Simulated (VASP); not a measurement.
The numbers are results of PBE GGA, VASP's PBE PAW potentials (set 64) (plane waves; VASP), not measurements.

Input for VASP

**POSCAR**
```
TcSb
1
    3.7576060000     0.0000000000     0.0000000000
   -1.8788030000     3.2541820000     0.0000000000
    0.0000000000     0.0000000000     3.6672370000
Tc Sb
1 1
Direct
  0.0000000000   0.0000000000   0.0000000000
  0.6666670000   0.3333330000   0.5000000000
```

**INCAR**
```
LCHARG = F
GGA = PE
ISIF = 2   # forces and stress, cell fixed
ENCUT = 300   # plane-wave cut-off (eV)
LASPH = T   # aspherical one-centre terms
EDIFF = 1E-6   # SCF stop (eV)
ALGO = Normal   # blocked Davidson
ISMEAR = 0   # Gaussian
SYSTEM = TcSb
NELM = 100   # most electronic steps
LWAVE = F
SIGMA = 0.2   # width (eV)
LMAXMIX = 4   # l cut-off of mixed one-centre charges
LREAL = F
PREC = Accurate
```

File KPOINTS:
```
K-points
0
gamma
 8 8 7
```

POTCAR, in this order: Tc_pv Sb (PBE.64 set). Program: vasp_std.

Output

OUTCAR:
```
 ion  position               nearest neighbor table
   1  0.000  0.000  0.000-   2 2.84   2 2.84   2 2.84   2 2.84   2 2.84   2 2.84
   2  0.667  0.333  0.500-   1 2.84   1 2.84   1 2.84   1 2.84   1 2.84   1 2.84
  LATTYP: Found a hexagonal cell.
 ALAT       =     3.7576060000
 C/A-ratio  =     0.9759503790
 Subroutine PRICEL returns:
 Original cell was already a primitive cell.
 Subroutine GETGRP returns: Found 12 space group operations
The static configuration has the point symmetry D_3h.
The dynamic configuration has the point symmetry D_3h.
 Subroutine INISYM returns: Found 12 space group operations
 Subroutine IBZKPT returns following result:
 Found     40 irreducible k-points:

 Following reciprocal coordinates:
            Coordinates               Weight
  0.000000  0.000000  0.000000      1.000000
  0.125000 -0.000000  0.000000      6.000000
  0.250000 -0.000000  0.000000      6.000000
  0.375000  0.000000  0.000000      6.000000
  0.500000 -0.000000  0.000000      3.000000
  0.125000  0.125000  0.000000      6.000000
  0.250000  0.125000  0.000000     12.000000
  0.375000  0.125000  0.000000     12.000000
...
```

**OSZICAR**
```
       N       E                     dE             d eps       ncg     rms          rms(c)
DAV:   1     0.717586473340E+02    0.71759E+02   -0.76855E+03  1408   0.761E+02
DAV:   2    -0.121405298187E+02   -0.83899E+02   -0.81521E+02  1260   0.218E+02
DAV:   3    -0.139144875673E+02   -0.17740E+01   -0.17511E+01  1238   0.370E+01
DAV:   4    -0.139338699018E+02   -0.19382E-01   -0.19350E-01  1215   0.417E+00
DAV:   5    -0.139341958752E+02   -0.32597E-03   -0.32597E-03  1255   0.543E-01    0.987E+00
DAV:   6    -0.136894940607E+02    0.24470E+00   -0.23080E+00  1085   0.143E+01    0.298E+00
DAV:   7    -0.135668710814E+02    0.12262E+00   -0.51180E-01  1060   0.638E+00    0.290E+00
DAV:   8    -0.135491150218E+02    0.17756E-01   -0.65780E-02  1215   0.237E+00    0.239E-01
DAV:   9    -0.135490560873E+02    0.58935E-04   -0.10054E-03  1165   0.257E-01    0.145E-01
DAV:  10    -0.135490524970E+02    0.35904E-05   -0.20457E-04  1245   0.149E-01    0.375E-02
DAV:  11    -0.135490576098E+02   -0.51129E-05   -0.10529E-05  1180   0.294E-02    0.680E-03
DAV:  12    -0.135490559672E+02    0.16427E-05   -0.11726E-06   839   0.998E-03    0.168E-03
DAV:  13    -0.135490558723E+02    0.94906E-07   -0.68821E-08   565   0.228E-03
   1 F= -.13549056E+02 E0= -.13517399E+02  d E =-.633144E-01
```

File OUTCAR:
```
------------------------ aborting loop because EDIFF is reached ----------------------------------------
  FORCE on cell =-STRESS in cart. coord.  units (eV):
  Direction    XX          YY          ZZ          XY          YZ          ZX
  --------------------------------------------------------------------------------------
  Total       -3.8280281     -3.8280275     -5.5730808      0.0000000      0.0000000      0.0000000
  in kB     -136.7708794   -136.7708581   -199.1195345      0.0000000      0.0000000      0.0000000
  external PRESSURE =    -157.5537573 kB  Pullay stress =       0.0000000 kB
  volume of cell :       44.84
      direct lattice vectors                 reciprocal lattice vectors
     3.757606000  0.000000000  0.000000000     0.266126890  0.153648444  0.000000000
    -1.878803000  3.254182000  0.000000000     0.000000000  0.307296888  0.000000000
     0.000000000  0.000000000  3.667237000     0.000000000  0.000000000  0.272684858
 POSITION                                       TOTAL-FORCE (eV/Angst)
 -----------------------------------------------------------------------------------
      0.00000      0.00000      0.00000        -0.000000     -0.000000      0.000000
      1.87880      1.08473      1.83362         0.000000      0.000000      0.000000
 -----------------------------------------------------------------------------------
    total drift:                               -0.000165      0.000099      0.000000
  FREE ENERGIE OF THE ION-ELECTRON SYSTEM (eV)
  ---------------------------------------------------
  free  energy   TOTEN  =       -13.5490558723 eV

  energy  without entropy=      -13.4857414316  energy(sigma->0) =      -13.51739865
```
(Selected blocks of OUTCAR.)

At this cut-off the stress carries a Pulay error, which pulls relaxed volumes low.

The structure was generated: TcSb was put into an ordered model structure, which need not be its known phase. The cell was not relaxed at this level.
